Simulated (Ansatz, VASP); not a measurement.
# Cross-check of SrCo between VASP and Ansatz

One calculation is typed for both programs; each brings its own data sets and cutoff. How far apart do they land? The cell is invented: other elements were put on sites of a known structure type. It may not be a known or stable phase. The cell is taken from a series of VASP runs on this material, whose earlier steps may have relaxed, scaled or displaced it; both programs get it as it stands.

Program: Ansatz 0.2.0. Level of theory: plane waves, with VASP 6.6.1 beside it; single point at PBE. Results are calculated unless marked as measured.

### 1. Starting point

The structure is cubic, space group Fm-3m (No. 225). Conventional cell: a = 6.170 Å, b = 6.170 Å, c = 6.170 Å, α = 90.00°, β = 90.00°, γ = 90.00°. Sr has 6 Co at 3.08 Å nearest. Nearest to Co lie 6 Sr at 3.08 Å. Farther neighbours are not listed.

Structure file:

```xyz
2
Lattice="0.0000 3.0848 3.0848 3.0848 0.0000 3.0848 3.0848 3.0848 0.0000" Properties=species:S:1:pos:R:3 pbc="T T T"
Sr    0.0000    0.0000    0.0000
Co    3.0848    3.0848    3.0848
```

### 2. VASP: single point, PBE

With cell and atoms fixed, the geometry can't cause a difference; cores, projectors, grids and the points listed under the comparison can.

Lines of VASP's logs that name or quote its potential files are left out, and so is its time.

Contents of INCAR:

```
SYSTEM = SrCo
PREC = Accurate
ENCUT = 400
EDIFF = 1E-06
NELM = 100
ISMEAR = -1
SIGMA = 0.05
LREAL = .FALSE.
ALGO = Normal
GGA = PE
ISPIN = 2
MAGMOM = 0 2
LMAXMIX = 4
LORBIT = 11
LWAVE = .FALSE.
LCHARG = .TRUE.
ISIF = 2
LELF = .TRUE.
LVHAR = .TRUE.
```

Contents of POSCAR:

```
SrCo
1.0
    0.0000000000      3.0847691249      3.0847691249
    3.0847691249      0.0000000000      3.0847691249
    3.0847691249      3.0847691249      0.0000000000
Sr Co
1 1
Direct
    0.0000000000      0.0000000000      0.0000000000
    0.5000000000      0.5000000000      0.5000000000
```

Contents of KPOINTS:

```
Automatic mesh
0
Gamma
6 6 6
0 0 0
```

The projector-augmented-wave data sets are Sr_sv and Co (PBE family, release 64).

Run with:

```console
> mpirun -np 1 vasp_std
```

Numbers of over 12 decimals in the logs are rounded to 6 here.

The program printed:

```text
[banner, memory and clock lines left out]
running    1 mpi-ranks, on    1 nodes
 distrk:  each k-point on    1 cores,    1 groups
 distr:  one band on    1 cores,    1 groups

 POSCAR found type information on POSCAR SrCo
 POSCAR found :  2 types and       2 ions
 LDA part: xc-table for (Slater+PW92), standard interpolation
 POSCAR, INCAR and KPOINTS ok, starting setup
 FFT: planning ... GRIDC
 FFT: planning ... GRID_SOFT
 FFT: planning ... GRID
 WAVECAR not read
 entering main loop
       N       E                     dE             d eps       ncg     rms          rms(c)
DAV:   1     0.100195914702E+03    0.10020E+03   -0.73935E+03   896   0.108E+03
DAV:   2    -0.195336388549E+01   -0.10215E+03   -0.97344E+02   934   0.251E+02
DAV:   3    -0.715234198849E+01   -0.51990E+01   -0.50307E+01  1188   0.585E+01
DAV:   4    -0.745832328311E+01   -0.30598E+00   -0.30499E+00  1470   0.128E+01
DAV:   5    -0.746246958258E+01   -0.41463E-02   -0.41448E-02  1246   0.119E+00    0.268E+01
DAV:   6    -0.159921424022E+02   -0.85297E+01   -0.50776E+01   950   0.852E+01    0.323E+01
DAV:   7    -0.677173869059E+01    0.92204E+01   -0.30622E+01   904   0.515E+01    0.685E+00
DAV:   8    -0.696980383420E+01   -0.19807E+00   -0.17420E+00  1342   0.109E+01    0.911E+00
DAV:   9    -0.683436933306E+01    0.13543E+00   -0.43924E-01  1084   0.753E+00    0.285E+00
DAV:  10    -0.684651930354E+01   -0.12150E-01   -0.20932E-02  1228   0.109E+00    0.127E+00
DAV:  11    -0.684696443520E+01   -0.44513E-03   -0.12963E-02  1092   0.126E+00    0.448E-01
DAV:  12    -0.684754940063E+01   -0.58497E-03   -0.10690E-03  1122   0.323E-01    0.215E-01
DAV:  13    -0.684751660817E+01    0.32792E-04   -0.27322E-04  1242   0.128E-01    0.746E-02
DAV:  14    -0.684751500015E+01    0.16080E-05   -0.24341E-05  1190   0.334E-02    0.367E-02
DAV:  15    -0.684751576000E+01   -0.75985E-06   -0.99728E-06  1064   0.230E-02
   1 F= -.68475158E+01 E0= -.68299726E+01  d E =-.350863E-01  mag=     1.2495
```

Parts of OUTCAR (step 2):

```text
ion  position               nearest neighbor table
   1  0.000  0.000  0.000-   2 3.08   2 3.08   2 3.08   2 3.08   2 3.08   2 3.08
   2  0.500  0.500  0.500-   1 3.08   1 3.08   1 3.08   1 3.08   1 3.08   1 3.08

  LATTYP: Found a face centered cubic cell.
 ALAT       =     6.1695382498

 Subroutine GETGRP returns: Found 48 space group operations
 (whereof 48 operations were pure point group operations)

The static configuration has the point symmetry O_h .

 Found     16 irreducible k-points:

   k-points           NKPTS =     16   k-points in BZ     NKDIM =     16   number of bands    NBANDS=     14

   dimension x,y,z NGX =    28 NGY =   28 NGZ =   28
   dimension x,y,z NGXF=    56 NGYF=   56 NGZF=   56

   ENCUT  =  400.0 eV  29.40 Ry    5.42 a.u.   7.11  7.11  7.11*2*pi/ulx,y,z

   NELECT =      19.0000    total number of electrons

 k-points in reciprocal lattice and weights: Automatic mesh
   0.00000000  0.00000000  0.00000000       0.005
   0.16666667  0.00000000  0.00000000       0.037
   0.33333333  0.00000000  0.00000000       0.037
   0.50000000  0.00000000  0.00000000       0.019
   0.16666667  0.16666667  0.00000000       0.028
   0.33333333  0.16666667  0.00000000       0.111
   0.50000000  0.16666667  0.00000000       0.111
  -0.33333333  0.16666667  0.00000000       0.111
  -0.16666667  0.16666667  0.00000000       0.056
[...]
-0.33333333  0.33333333  0.16666667       0.111
  -0.33333333  0.50000000  0.16666667       0.056

 average (electrostatic) potential at core
       1 -38.1395       2 -85.0679

 E-fermi :   2.8200

 spin component 1
 k-point     1 :       0.0000    0.0000    0.0000
  band No.  band energies     occupation
    ...
      6       0.8920      1.00000
      7       0.8920      1.00000
      8       0.8920      1.00000
      9       1.2213      1.00000
     10       1.2213      1.00000
     11       6.7158      0.00000
     12       6.7158      0.00000
     13       6.7158      0.00000
     14       8.1692      0.00000

 k-point     2 :       0.1667    0.0000    0.0000
  band No.  band energies     occupation
    ...
      6       0.8962      1.00000
      7       0.9517      1.00000
      8       0.9517      1.00000
      9       1.2968      1.00000
     10       1.2968      1.00000
     11       5.6192      0.00000
     12       6.3812      0.00000
     13       6.3812      0.00000
     14       7.4340      0.00000

 k-point     3 :       0.3333    0.0000    0.0000
  band No.  band energies     occupation
    ...
      6       0.9482      1.00000
      7       1.0718      1.00000
      8       1.0718      1.00000
      9       1.4743      1.00000
     10       1.4743      1.00000
     11       3.6994      0.00000
     12       5.3107      0.00000
     13       5.3107      0.00000
     14       7.9764      0.00000

 k-point     4 :       0.5000    0.0000    0.0000
  band No.  band energies     occupation
    ...
      7       1.1317      1.00000
      8       1.5841      1.00000
      9       1.5841      1.00000
     10       1.7560      1.00000
     11       1.9120      1.00000
     12       4.8522      0.00000
     13       4.8522      0.00000
     14       8.5147      0.00000

 k-point     5 :       0.1667    0.1667    0.0000
  band No.  band energies     occupation
    ...
      6       0.8167      1.00000
      7       1.0027      1.00000
      8       1.0027      1.00000
      9       1.2600      1.00000
     10       1.3733      1.00000
     11       5.6466      0.00000
     12       6.1204      0.00000
     13       6.3820      0.00000
     14       6.3820      0.00000

 k-point     6 :       0.3333    0.1667    0.0000
  band No.  band energies     occupation
    ...
      6       0.8045      1.00000
      7       1.0989      1.00000
      8       1.1070      1.00000
      9       1.3607      1.00000
     10       1.5310      1.00000
     11       4.1520      0.00000
     12       5.1634      0.00000
     13       5.8623      0.00000
     14       6.9955      0.00000

  Total        0.0432015      0.0432015      0.0432015     -0.0000000     -0.0000000     -0.0000000
  in kB        1.1789942      1.1789942      1.1789942     -0.0000000     -0.0000000     -0.0000000
  external PRESSURE =       1.1789942 kB  Pullay stress =       0.0000000 kB

  energy-cutoff  :      400.00
  volume of cell :       58.71
      direct lattice vectors                 reciprocal lattice vectors
     0.000000000  3.084769125  3.084769125    -0.162086685  0.162086685  0.162086685
     3.084769125  0.000000000  3.084769125     0.162086685 -0.162086685  0.162086685
     3.084769125  3.084769125  0.000000000     0.162086685  0.162086685 -0.162086685

 POSITION                                       TOTAL-FORCE (eV/Angst)
 -----------------------------------------------------------------------------------
      0.00000      0.00000      0.00000         0.000000     -0.000000     -0.000000
      3.08477      3.08477      3.08477        -0.000000      0.000000      0.000000
 -----------------------------------------------------------------------------------
    total drift:                                0.000000      0.000000      0.000000

  FREE ENERGIE OF THE ION-ELECTRON SYSTEM (eV)
  ---------------------------------------------------
  free  energy   TOTEN  =        -6.8475157600 eV

  energy  without entropy=       -6.8124294225  energy(sigma->0) =       -6.82997259

 total charge
# of ion       s       p       d       tot
------------------------------------------
    1        2.040   5.740   0.248   8.027
    2        0.530   0.071   7.337   7.938
--------------------------------------------------
tot          2.570   5.811   7.585  15.965

 magnetization (x)
# of ion       s       p       d       tot
------------------------------------------
    1       -0.007  -0.015  -0.064  -0.085
    2        0.038  -0.016   1.563   1.585
--------------------------------------------------
tot          0.031  -0.031   1.499   1.500

[... 6 further parts left out ...]
```

The run ends at a pressure of 0.12 GPa.

### 3. Ansatz: single point, PBE

Ansatz runs on its default PAW (the set named soft_2) files.

The same cell, functional, mesh and smearing now go to Ansatz, which takes its cutoff from its data sets.

Contents of input.yaml:

```yaml
crystal:
  lattice:
    - [0.0, 3.0847691249, 3.0847691249]
    - [3.0847691249, 0.0, 3.0847691249]
    - [3.0847691249, 3.0847691249, 0.0]
  atoms:
    - { symbol: Sr, position: [0.0, 0.0, 0.0] }
    - { symbol: Co, position: [0.5, 0.5, 0.5], spin: 2.0 }
hamiltonian:
  xc: pbe
  pseudopotentials: { kind: paw }
magnetization:
  spin_polarized: true
kpoints:
  mp_grid: { grid: [6, 6, 6] }
scf:
  occupations: { method: fermi_dirac, width: 0.05 }
  n_extra_bands: 4
output:
  forces: true
  stress: true
  eigenvalues: true
```

Run with:

```console
> ansatz run input.yaml --threads 2 --pin off --max-ram 4608MiB --backend cpu --events-out ev --progress --plain --runs-dir out
```

The program printed:

```text
Warning: the band count 18 (scf.n_extra_bands) hosts the net moment |M| = 2.0000 μB (N_el = 27) but caps the reachable moment at 2·n_bands − N_el = 9.0000 μB, below the 19 bands that the automatic rule leaves for it — a moment growing past the seed, or the majority channel's smearing tail, pins there with fewer empty majority states than that count leaves; raise or omit scf.n_extra_bands unless the cap is intended
scf.n_extra_bands = 4 over 14 filled bands (N_el = 27.0): the run solves 18 bands
Engine: ansatz 0.2.0, aarch64-unknown-linux-gnu
Pseudopotentials: kind: paw
Pseudopotential: Sr, paw, valence charge 10, recommended cutoff 420 eV (normal), Sr.paw.azcp
Pseudopotential: Co, paw, valence charge 17, recommended cutoff 420 eV (normal), Co.paw.azcp
Functional definition: PBE
  parameter kappa = 0.804
  parameter beta = 0.066725
  exchange = pbe_x(kappa = kappa, mu = beta*pi^2/3)
  correlation = pbe_c(beta = beta)
Crystal: 2 atoms, lattice volume = 58.708 Å³
Basis set: ecut = 420 eV, 1139 PW (Γ), exchange–correlation on 60×60×60 points (8 copies of the dense FFT grid, shifted against one another)
Bands: 18, of which v1, the nominal top of the filled ones, is band 14 counted from 1 (13 counted from 0)
Symmetry: 48 space group operations
Space group: Fm-3m (ITA 225), of the structure as read, at distance tolerance 3.9e-5 Å
Magnetic group: BNS 225.116 (UNI 1618), of the structure as read, at distance tolerance 3.9e-5 Å
k-points: 16 of 216
Non-local potential: Sr, projectors of the file, l = 0: 3, l = 1: 2, l = 2: 2
Non-local potential: Co, projectors of the file, l = 0: 3, l = 1: 2, l = 2: 3, l = 3: 1
PAW form: soft (Blöchl's): semilocal exchange-correlation on the pseudo side does not see the compensation charge
PAW one-centre angular grid: Sr, 110 points (default); XC on 64 Gauss nodes
PAW one-centre angular grid: Co, 590 points (default); XC on 64 Gauss nodes
Initial density: superposition of atomic densities (chi_scale 0.1, normalization cell, long waves kept (reshape's long-wave potential 0.00 eV rms))
Starting moments: Σ|m| = 2 μB on 1 of 2 sites
Initial wavefunctions: pseudopotential atomic-orbital guess
Functional: x = pbe(κ = 0.804, μ = 0.219515), c = pbe(β = 0.066725)
SCF iter   1: F=—  HF=-8668.707171 eV  |F-HF|=—  |Δ(HF+E_count)|=         —  Δρ=6.73e-2 (↑2.28e-2 ↓6.73e-2)  dr2=4.15e0  dr2_m=2.85e-1  M=2.101 μB ∫|m|=2.528 μB  β_m=0.30  ethr=3.10e-3  ⟨swp⟩=6.7  Hψ=3316  notcnv=0
Mixer restart at iter 1: flushing history
preconditioner: auto → Kerker (q_TF=auto, 2.397 Å⁻¹)  [metal: Δε(μ)=0.005 eV  Ē_g=9.288 eV  σ=0.050 eV  W_gap=0.03  n_scr=14 (ndim 8)  ℏωp=20.0 eV  f_vac=0.000  D(μ)=7.54/eV (n_scr^D=112)]
spin=Collinear: Kerker preconditioning applied to the charge; magnetization (m = ρ↑ − ρ↓) channel mixes plain (no charge-response kernel on spin).
SCF iter   2: F=—  HF=-8667.536925 eV  |F-HF|=—  |Δ(HF+E_count)|=    1.17e0  Δρ=1.80e-2 (↑1.66e-2 ↓1.80e-2)  dr2=2.79e-1  dr2_m=4.58e-2  M=1.818 μB ∫|m|=2.305 μB  β_m=0.30  ethr=3.10e-3  ⟨swp⟩=2.8  Hψ=1233  notcnv=0
SCF iter   3: F=—  HF=-8668.068069 eV  |F-HF|=—  |Δ(HF+E_count)|=         —  Δρ=3.80e-2 (↑1.10e-2 ↓3.80e-2)  dr2=5.75e-1  dr2_m=2.58e-1  M=2.032 μB ∫|m|=2.580 μB  β_m=1.00  ethr=1.03e-3  ⟨swp⟩=2.0  Hψ=1093  notcnv=0
Mixer restart at iter 3: flushing history
SCF iter   4: F=—  HF=-8668.060161 eV  |F-HF|=—  |Δ(HF+E_count)|=   7.91e-3  Δρ=8.21e-2 (↑2.13e-2 ↓8.21e-2)  dr2=4.20e0  dr2_m=5.42e-1  M=1.415 μB ∫|m|=2.050 μB  β_m=0.30  ethr=1.85e-4  ⟨swp⟩=4.1  Hψ=1599  notcnv=0
SCF iter   5: F=—  HF=-8668.422572 eV  |F-HF|=—  |Δ(HF+E_count)|=   3.62e-1  Δρ=2.86e-2 (↑1.45e-2 ↓2.86e-2)  dr2=2.56e-1  dr2_m=2.37e-1  M=1.451 μB ∫|m|=2.141 μB  β_m=0.35  ethr=1.85e-4  ⟨swp⟩=3.4  Hψ=1738  notcnv=0
SCF iter   6: F=—  HF=-8668.498653 eV  |F-HF|=—  |Δ(HF+E_count)|=   7.61e-2  Δρ=2.55e-2 (↑1.02e-2 ↓2.55e-2)  dr2=2.59e-1  dr2_m=1.61e-1  M=1.341 μB ∫|m|=2.076 μB  β_m=0.37  ethr=1.85e-4  ⟨swp⟩=2.1  Hψ=950  notcnv=0
SCF iter   7: F=—  HF=-8668.573918 eV  |F-HF|=—  |Δ(HF+E_count)|=   7.53e-2  Δρ=1.23e-2 (↑1.23e-2 ↓4.75e-3)  dr2=5.95e-2  dr2_m=1.01e-2  M=1.262 μB ∫|m|=2.023 μB  β_m=0.82  ethr=1.85e-4  ⟨swp⟩=3.0  Hψ=1356  notcnv=0
SCF iter   8: F=—  HF=-8668.556327 eV  |F-HF|=—  |Δ(HF+E_count)|=   1.76e-2  Δρ=2.93e-3 (↑1.15e-3 ↓2.93e-3)  dr2=5.84e-3  dr2_m=1.87e-3  M=1.266 μB ∫|m|=2.017 μB  β_m=0.78  ethr=1.85e-4  ⟨swp⟩=2.0  Hψ=1404  notcnv=0
[...]
SCF iter  10: F=—  HF=-8668.557075 eV  |F-HF|=—  |Δ(HF+E_count)|=   4.22e-5  Δρ=9.76e-4 (↑3.88e-4 ↓9.76e-4)  dr2=2.60e-4  dr2_m=2.41e-4  M=1.262 μB ∫|m|=2.028 μB  β_m=0.76  ethr=4.16e-6  ⟨swp⟩=1.5  Hψ=613  notcnv=0
SCF iter  11: F=—  HF=-8668.557149 eV  |F-HF|=—  |Δ(HF+E_count)|=   7.46e-5  Δρ=9.87e-5 (↑9.87e-5 ↓5.76e-5)  dr2=4.51e-6  dr2_m=2.45e-6  M=1.261 μB ∫|m|=2.029 μB  β_m=0.88  ethr=9.65e-7  ⟨swp⟩=2.0  Hψ=753  notcnv=0
SCF iter  12: F=—  HF=-8668.557154 eV  |F-HF|=—  |Δ(HF+E_count)|=   4.83e-6  Δρ=4.34e-5 (↑4.34e-5 ↓1.44e-5)  dr2=7.16e-7  dr2_m=3.80e-7  M=1.260 μB ∫|m|=2.030 μB  β_m=0.94  ethr=1.67e-8  ⟨swp⟩=2.0  Hψ=769  notcnv=0
SCF iter  13: F=—  HF=-8668.557155 eV  |F-HF|=—  |Δ(HF+E_count)|=   5.28e-7  Δρ=1.14e-5 (↑1.14e-5 ↓4.32e-6)  dr2=5.44e-8  dr2_m=2.63e-8  M=1.260 μB ∫|m|=2.030 μB  β_m=0.97  ethr=2.65e-9  ⟨swp⟩=2.4  Hψ=817  notcnv=0
SCF iter  14: F=-8668.557155 eV  HF=-8668.557155 eV  |F-HF|=1.44e-8  |Δ(HF+E_count)|=   1.44e-8  Δρ=3.97e-6 (↑1.59e-6 ↓3.97e-6)  dr2=1.69e-8  dr2_m=1.11e-9  M=1.260 μB ∫|m|=2.030 μB  ethr=2.01e-10  ⟨swp⟩=2.7  Hψ=2094  notcnv=0
SCF 1 converged in 14 iterations: F = -8668.557155 eV  dr2 = 1.69e-8
  greatest PAW one-centre occupation: 1.003 electrons in one spin orbital (limit 2), on the Co atom at site 1 (counted from 0), in its partial waves of l = 1
Symmetry: 12 space group operations
k-points: 32 of 216
Initial density: read from a saved state, or passed on in memory by an earlier SCF of this step, an earlier step, the calling program or the single point that the run made first
Starting moments: Σ|m| = 2 μB on 1 of 2 sites; this step starts from the density that it was given
Initial wavefunctions: those read from a saved state, or passed on in memory by an earlier step or the calling program
iter 1 solved again at ethr=6.29e-11 eV; its pass at ethr=3.70e-6 eV (dr2=1.70e-8 eV) is discarded
SCF iter   1: F=—  HF=-8668.557155 eV  |F-HF|=—  |Δ(HF+E_count)|=         —  Δρ=3.98e-6 (↑1.60e-6 ↓3.98e-6)  dr2=1.70e-8  dr2_m=1.11e-9  M=1.260 μB ∫|m|=2.030 μB  ethr=6.29e-11  ⟨swp⟩=1.0  Hψ=7075  notcnv=0
preconditioner: auto → Kerker (q_TF=auto, 2.397 Å⁻¹)  [metal: Δε(μ)=0.019 eV  Ē_g=9.174 eV  σ=0.050 eV  W_gap=0.10  n_scr=14 (ndim 8)  ℏωp=20.0 eV  f_vac=0.000  D(μ)=4.16/eV (n_scr^D=58)]
spin=Collinear: Kerker preconditioning applied to the charge; magnetization (m = ρ↑ − ρ↓) channel mixes plain (no charge-response kernel on spin).
SCF iter   2: F=—  HF=-8668.559991 eV  |F-HF|=—  |Δ(HF+E_count)|=   2.84e-3  Δρ=5.65e-3 (↑2.74e-3 ↓5.65e-3)  dr2=3.22e-2  dr2_m=1.20e-3  M=1.273 μB ∫|m|=2.041 μB  ethr=3.70e-6  ⟨swp⟩=1.0  Hψ=6649  notcnv=0
SCF iter   3: F=—  HF=-8668.558303 eV  |F-HF|=—  |Δ(HF+E_count)|=   1.69e-3  Δρ=1.34e-3 (↑7.15e-4 ↓1.34e-3)  dr2=1.46e-3  dr2_m=5.83e-5  M=1.259 μB ∫|m|=2.003 μB  ethr=3.70e-6  ⟨swp⟩=1.0  Hψ=3679  notcnv=0
SCF iter   4: F=—  HF=-8668.558152 eV  |F-HF|=—  |Δ(HF+E_count)|=   1.51e-4  Δρ=7.17e-5 (↑4.21e-5 ↓7.17e-5)  dr2=4.75e-6  dr2_m=2.37e-7  M=1.262 μB ∫|m|=2.011 μB  ethr=3.70e-6  ⟨swp⟩=1.0  Hψ=2560  notcnv=0
SCF converged after 14 iterations
Magnetization: 1.2603 μB (14.1302 up, 12.8698 down)
Absolute magnetization: 2.0302 μB (∫|ρ↑−ρ↓|, with the PAW one-centre terms)
Spin contamination: 0.2065 ħ² per cell (⟨S²⟩ above its minimum at these occupations)
Per-site moments (μB) at R_I (Å): [(-0.091658, 1.272467), (1.639607, 1.272467)]
Free energy (F): -8668.557155 eV
Harris-Foulkes:  -8668.557155 eV  (|F-HF|=1.44e-8)
Internal energy: -8668.523570 eV  (E = F + TS)
E sigma→0 (E₀):  -8668.540362 eV
Entropy (-TS):   -0.033584 eV (-16.792 meV/atom)
Fermi energy:    7.668920 eV
--- Per-component energies (eV) ---
  E_band       = -514.522795
  E_kinetic    = 699.589228
  E_local      = -4975.033217  (includes V_loc(G=0)·N_el)
  E_nonlocal   = 667.488109
  E_hartree    = 2001.101373
  E_xc         = -328.695372
  E_vxc        = -362.225606  (∫ρ·V_xc dr)
  E_paw        = -4219.241723  (= ΣΔE_a)
  E_vpaw       = -546.553996  (= ΣTr[D̂ρ^β])
  E_aug_tail   = 0.000073  (compensation charges beyond the density's cutoff)
  E_ewald      = -2513.732041
  E_smearing   = -0.033584  (= −TS)
  E_closure    = 0.000000  (closes the sum)
  Σ components = -8668.557155   (vs F -8668.557155, Δ=0.00e0)
--- Forces (eV/Å), atoms counted from 1 ---
  atom   1  Sr    -0.00000000     0.00000000     0.00000000
  atom   2  Co     0.00000000    -0.00000000     0.00000000
  max |Σ_I F_I| component: 2.16e-28 eV/Å
--- Stress (GPa, compression-positive) ---
        0.191470       0.000000      -0.000000
       -0.000000       0.191470      -0.000000
       -0.000000      -0.000000       0.191470
  P = ⅓ Tr σ = 0.1915 GPa (1.915 kbar)
--- Band table (eV; the first three rows and the last of 32) ---
  k-point 0 ↑: bands = [... 10 lower, 5.6266, 5.6266, 6.0298, 6.0298, 11.5313, 11.5313, 11.5313, 12.9956]
  k-point 1 ↑: bands = [... 10 lower, 5.6844, 5.6844, 6.1052, 6.1052, 10.4184, 11.1849, 11.1849, 12.2438]
  k-point 2 ↑: bands = [... 10 lower, 5.8014, 5.8014, 6.2823, 6.2823, 8.4886, 10.1125, 10.1125, 12.7946]
  k-point 15 ↓: bands = [... 10 lower, 6.9511, 7.1560, 7.3292, 7.9151, 8.6460, 9.5350, 9.7549, 12.5313]
```

Wall time 12 s (2 threads of Arm Neoverse N1, shared host); peak memory 0.42 GiB; 21 s of CPU time.

The run ends at a pressure of 0.19 GPa.

### 4. Differences

Known differences besides the potentials themselves: the data sets hold 27 valence electrons in Ansatz (default PAW (the set named soft_2) files) and 19 in VASP; the cutoff is 420 eV in Ansatz and 400 eV in VASP; VASP leaves aspherical gradient terms in its spheres out (LASPH is not set), Ansatz keeps them; site moments are counted in spheres of each program's own size. Total energies have different zeros and are not compared.

Both answers:

```csv
quantity,Ansatz,VASP,difference
pressure (GPa),0.19,0.12,+0.07
total moment (μB),1.26,1.25,+0.01
moment on Co2 (μB),1.64,1.58,+0.05
moment on Sr1 (μB),-0.09,-0.09,-0.01
```

Ansatz's pressure holds a Pulay correction of 0.03 GPa; VASP's holds none.

### 5. Outcome

```json
{
 "difference in total moment (single point, PBE)": "0.011 μB"
}
```

In words: The difference in total moment is 0.011 μB (single point, PBE). How closely two codes agree says nothing of how well the functional describes the real material.

[Lines on the potential files, build, host, timing and source positions are cut from VASP's logs without a mark.]

[Logs are printed without paths, hosts, clocks, repeated set-up lines and the standing remarks that a program may print on its own settings, such as how far it seeks lower states.]

[Hosts, paths, dates, database ids (printed as entryN), source tags and the programs' standing remarks are cut or masked in the printed files.]
